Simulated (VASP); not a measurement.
```
CELL_PARAMETERS angstrom
      4.29000     0.00000     0.00000
      0.00000     4.29000     0.00000
      0.00000     0.00000     4.29000
ATOMIC_POSITIONS crystal
  Cs 0.00000 0.00000 0.00000
  Br 0.50000 0.50000 0.50000
```

The numbers are results of r2SCAN meta-GGA, VASP's PBE PAW potentials (set 64) (plane waves; VASP), not measurements. Settings: 520 eV cut-off, 6×6×6 Γ-centred mesh, Gaussian smearing of 0.050 eV, potentials Cs_sv Br.

Energy and stress use the plane-wave basis of the starting cell.

Task: The ions, cell shape and volume are relaxed. Predict the relaxed structure.

Result: 
```
CELL_PARAMETERS angstrom
      4.32680     0.00000     0.00000
      0.00000     4.32680     0.00000
      0.00000     0.00000     4.32680
ATOMIC_POSITIONS crystal
  Cs 0.00000 0.00000 0.00000
  Br 0.50000 0.50000 0.50000
```
Space group Pm-3m (221), at a tolerance of 0.03 Å.

Task: How do energy and volume change from the first to the last step?

Result: The energy (σ→0) changes by -1.4 meV/atom and the volume by +2.6 %, in 3 ionic steps.

The compound is CsBr in the CsCl type structure. This run relaxes it. Symmetry was kept, so distortions that lower it aren't found.
